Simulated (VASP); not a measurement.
An input for Quantum ESPRESSO's pw.x (written as the equivalent of a VASP run, and not itself run):

```
&CONTROL
  calculation = 'scf'
  pseudo_dir = './pseudo'
  outdir = './out'
  tprnfor = .true.
  tstress = .true.
/
&SYSTEM
  ibrav = 0
  nat = 4
  ntyp = 2
  ecutwfc = 84
  occupations = 'smearing'
  smearing = 'gaussian'
  degauss = 0.003675
  input_dft = 'pbe'
/
&ELECTRONS
  conv_thr = 7.3e-08
  electron_maxstep = 100
/
ATOMIC_SPECIES
  Pb 207.200 Pb.upf
  O 15.999 O.upf
CELL_PARAMETERS angstrom
     3.9800000    0.0000000    0.0000000
     0.0000000    3.9800000    0.0000000
     0.0000000    0.0000000    5.0200000
ATOMIC_POSITIONS crystal
  Pb   0.5000000  0.0000000  0.7650000
  Pb   0.0000000  0.5000000  0.2350000
  O    0.5000000  0.5000000  0.0000000
  O    0.0000000  0.0000000  0.0000000
K_POINTS automatic
  5 5 4 0 0 0
```

Q: Write the VASP files for the same calculation (PBE).

A: This is not unique; one that fits is 
### POSCAR
```
PbO
1
    3.9800000000     0.0000000000     0.0000000000
    0.0000000000     3.9800000000     0.0000000000
    0.0000000000     0.0000000000     5.0200000000
Pb O
2 2
Direct
  0.5000000000   0.0000000000   0.7650000000
  0.0000000000   0.5000000000   0.2350000000
  0.5000000000   0.5000000000   0.0000000000
  0.0000000000   0.0000000000   0.0000000000
```

File KPOINTS:
```
kpoints
0
gamma
 5 5 4
0 0 0
```

**INCAR**
```
SYSTEM = PbO
PREC = Accurate
ENCUT = 520
EDIFF = 1E-6
NELM = 100
ALGO = Normal
LREAL = .FALSE.
LASPH = .TRUE.
ISMEAR = 0
SIGMA = 0.05
GGA = PE
LMAXMIX = 4
LWAVE = .FALSE.
LCHARG = .FALSE.
ISIF = 2
AMIX = 0.1
BMIX = 0.0001
IMIX = 4
```

POTCAR, in this order: Pb_d O (PBE.64 set). Program: vasp_std.

Limits of the translation: the potentials are each code's own (VASP's PAW set, PseudoDojo norm-conserving files in pw.x), so ENCUT and ecutwfc are chosen apart and not converted; conv_thr bounds pw.x's estimated SCF error, while EDIFF bounds the energy change between steps.

The compound is PbO in the litharge structure. The cell was not relaxed at this level. The run is one of a series of settings (AMIX = 0.1, BMIX = 0.0001, IMIX = 4 against the base run), some of them coarse on purpose.
